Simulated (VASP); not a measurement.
Set up this calculation in VASP 6.6.1, as the native input.

| Property | Result |
| --- | --- |
| Task | single point |
| Functional | PBE |
| Potentials or basis | VASP PAW PBE potentials, release 64 (Ba_sv, I, Br) |
| Cutoff | 520 eV |
| k mesh | 6 × 6 × 1 |
| Occupations | gaussian, width 0.02 eV |
| Spin | no spin polarisation |
| Dipole correction | yes |
| Further INCAR settings | ALGO = Normal; EDIFF = 1e-06; NBANDS = 19 |

The structure of BaIBr lies in POSCAR:

```
BaIBr
1.0
    4.2049792892      0.0000000000      0.0000000000
    0.0000000000      4.2049792892      0.0000000000
    0.0000000000      0.0000000000     31.0622224000
Ba I Br
1 1 1
Direct
    0.0000000000      0.0000000000      0.2945418188
    0.5000000000      0.5000000000      0.2294128561
    0.5000000000      0.5000000000      0.3489384359
```

The cell was built by a generator and needn't be a form met in nature.

The input as run:

INCAR

```
ALGO = Normal
DIPOL = 0.5 0.5 0.291
EDIFF = 1E-6
ENCUT = 520
GGA = PE
IDIPOL = 3
ISIF = 2
ISMEAR = 0
LASPH = True
LCHARG = False
LDIPOL = True
LREAL = False
LWAVE = False
NBANDS = 19
NELM = 100
PREC = Accurate
SIGMA = 0.02
```

KPOINTS

```
k-points
0
Gamma
  6 6 1
```

Potentials or basis: VASP PAW PBE potentials, release 64 (Ba_sv, I, Br).

Command:

```console
$ cat potpaw_PBE.64/Ba_sv/POTCAR potpaw_PBE.64/I/POTCAR potpaw_PBE.64/Br/POTCAR > POTCAR
$ mpirun -np 1 vasp_std > vasp.out
```

It gave:

The largest force is 0.060 eV/Å and the band gap on the k mesh is 2.26 eV, indirect (least direct gap 2.41 eV).

Caveat: spin-orbit coupling is left out, which moves the levels of the heavy elements.

Run time: 100 s on 1 thread of AMD EPYC 9R45 96-Core Processor (Zen 5) (shared host), peak memory 0.56 GiB.
